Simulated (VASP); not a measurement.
Output of a VASP run:

**OSZICAR**
```
...
DAV:   4    -0.763676311620E+02   -0.25750E+00   -0.25745E+00   666   0.178E+01
DAV:   5    -0.763777121991E+02   -0.10081E-01   -0.10081E-01   782   0.322E+00    0.546E+00
DAV:   6    -0.736821878295E+02    0.26955E+01   -0.81532E-01   680   0.173E+01    0.400E+00
DAV:   7    -0.733128758345E+02    0.36931E+00   -0.66297E-01   560   0.957E+00    0.861E-01
DAV:   8    -0.737229299959E+02   -0.41005E+00   -0.47038E-01   560   0.701E+00    0.361E-01
DAV:   9    -0.735223204142E+02    0.20061E+00   -0.39480E-01   560   0.699E+00    0.739E-01
DAV:  10    -0.735174766264E+02    0.48438E-02   -0.18404E-02   710   0.102E+00    0.507E-01
DAV:  11    -0.735361374592E+02   -0.18661E-01   -0.12548E-01   560   0.428E+00    0.639E-01
DAV:  12    -0.735282601620E+02    0.78773E-02   -0.43324E-02   560   0.238E+00    0.685E-01
DAV:  13    -0.735279404455E+02    0.31972E-03   -0.18202E-02   560   0.172E+00    0.658E-01
DAV:  14    -0.735285496240E+02   -0.60918E-03   -0.73200E-02   560   0.275E+00    0.204E+00
DAV:  15    -0.735260455396E+02    0.25041E-02   -0.23493E-02   626   0.117E+00    0.242E+00
DAV:  16    -0.735203916614E+02    0.56539E-02   -0.30836E-03   584   0.565E-01    0.198E+00
DAV:  17    -0.735262090060E+02   -0.58173E-02   -0.80154E-02   560   0.326E+00    0.112E+00
DAV:  18    -0.735277425931E+02   -0.15336E-02   -0.15490E-02   572   0.137E+00    0.868E-01
DAV:  19    -0.735271272355E+02    0.61536E-03   -0.41518E-03   560   0.735E-01    0.956E-01
DAV:  20    -0.735272039851E+02   -0.76750E-04   -0.71117E-05   728   0.105E-01    0.959E-01
DAV:  21    -0.735263213900E+02    0.88260E-03   -0.99950E-04   560   0.382E-01    0.108E+00
DAV:  22    -0.735256529817E+02    0.66841E-03   -0.13978E-03   560   0.482E-01    0.780E-01
DAV:  23    -0.735254789668E+02    0.17401E-03   -0.12881E-03   560   0.451E-01    0.582E-01
DAV:  24    -0.735254050758E+02    0.73891E-04   -0.30584E-04   578   0.220E-01    0.510E-01
DAV:  25    -0.735255303822E+02   -0.12531E-03   -0.77575E-04   560   0.330E-01    0.474E-01
DAV:  26    -0.735254529734E+02    0.77409E-04   -0.48749E-04   572   0.246E-01    0.375E-01
DAV:  27    -0.735252570475E+02    0.19593E-03   -0.15221E-04   560   0.171E-01    0.206E-01
DAV:  28    -0.735250875270E+02    0.16952E-03   -0.17694E-04   560   0.168E-01    0.157E-01
DAV:  29    -0.735250533783E+02    0.34149E-04   -0.18591E-04   560   0.183E-01    0.874E-02
DAV:  30    -0.735249454244E+02    0.10795E-03   -0.66600E-05   560   0.114E-01    0.377E-02
DAV:  31    -0.735249270231E+02    0.18401E-04   -0.13559E-05   572   0.439E-02    0.253E-02
DAV:  32    -0.735248798497E+02    0.47173E-04   -0.24997E-05   560   0.606E-02    0.123E-02
DAV:  33    -0.735248417734E+02    0.38076E-04   -0.16206E-05   560   0.383E-02    0.137E-02
DAV:  34    -0.735248223074E+02    0.19466E-04   -0.30078E-06   560   0.222E-02    0.191E-02
DAV:  35    -0.735248127597E+02    0.95477E-05   -0.82440E-07   578   0.125E-02    0.123E-02
DAV:  36    -0.735248020444E+02    0.10715E-04   -0.70294E-07   560   0.113E-02    0.705E-03
DAV:  37    -0.735247952139E+02    0.68305E-05   -0.20471E-07   570   0.425E-03    0.238E-03
DAV:  38    -0.735247918099E+02    0.34039E-05   -0.11063E-07   412   0.348E-03    0.766E-04
DAV:  39    -0.735247898971E+02    0.19129E-05   -0.90079E-08   280   0.391E-03    0.397E-04
DAV:  40    -0.735247890897E+02    0.80741E-06   -0.27855E-08   280   0.166E-03    0.642E-04
DAV:  41    -0.735247892110E+02   -0.12134E-06   -0.25476E-08   280   0.190E-03    0.521E-04
DAV:  42    -0.735247891349E+02    0.76142E-07   -0.31990E-09   280   0.756E-04
   1 F= -.73524789E+02 E0= -.73524789E+02  d E =-.211500E-12
```

**OUTCAR**
```
------------------------ aborting loop because EDIFF is reached ----------------------------------------
  FORCE on cell =-STRESS in cart. coord.  units (eV):
  Direction    XX          YY          ZZ          XY          YZ          ZX
  --------------------------------------------------------------------------------------
  Total        1.1065290      1.1065290      1.1065290      0.0000000     -0.0000000      0.0000000
  in kB       29.5517300     29.5517300     29.5517300      0.0000000     -0.0000000      0.0000000
  external PRESSURE =      29.5517300 kB  Pullay stress =       0.0000000 kB
  volume of cell :       59.99
      direct lattice vectors                 reciprocal lattice vectors
     0.000000000  3.107087563  3.107087563    -0.160922404  0.160922404  0.160922404
     3.107087563  0.000000000  3.107087563     0.160922404 -0.160922404  0.160922404
     3.107087563  3.107087563  0.000000000     0.160922404  0.160922404 -0.160922404
 POSITION                                       TOTAL-FORCE (eV/Angst)
 -----------------------------------------------------------------------------------
      0.00000      0.00000      0.00000        -0.000000      0.000000     -0.000000
      3.10709      3.10709      3.10709         0.000000     -0.000000      0.000000
 -----------------------------------------------------------------------------------
    total drift:                               -0.000000      0.000000      0.000000
  FREE ENERGIE OF THE ION-ELECTRON SYSTEM (eV)
  ---------------------------------------------------
  free  energy   TOTEN  =       -73.5247891349 eV

  energy  without entropy=      -73.5247891349  energy(sigma->0) =      -73.52478913
```
(Selected blocks of OUTCAR.)

### POSCAR
```
SnTe
1
    0.0000000000     3.1070875626     3.1070875626
    3.1070875626     0.0000000000     3.1070875626
    3.1070875626     3.1070875626     0.0000000000
Sn Te
1 1
Direct
  0.0000000000   0.0000000000   1.0000000000
  0.5000000000   0.5000000000   0.5000000000
```

Task: Write an INCAR and KPOINTS that could have produced this output.

Result: One answer among several that fit: the input of the run itself, SCAN meta-GGA, plane waves, VASP's PBE PAW potentials (set 64).

### INCAR
```
ALGO = Normal
EDIFF = 1E-7
ENCUT = 520
ISIF = 2
ISMEAR = 0
LASPH = .TRUE.
LCHARG = .FALSE.
LMAXMIX = 4
LMIXTAU = .TRUE.
LREAL = .FALSE.
LWAVE = .FALSE.
METAGGA = SCAN
NELM = 100
PREC = Accurate
SIGMA = 0.05
SYSTEM = SnTe
```

### KPOINTS
```
Automatic
0
G
  7 7 7
0 0 0
```

POTCAR, in this order: Sn_d Te (PBE.64 set). Program: vasp_std.

The compound is SnTe in the rock salt structure, which distorts at low temperature. This cell is one point of a volume scan, at 0.94 of the reference volume.
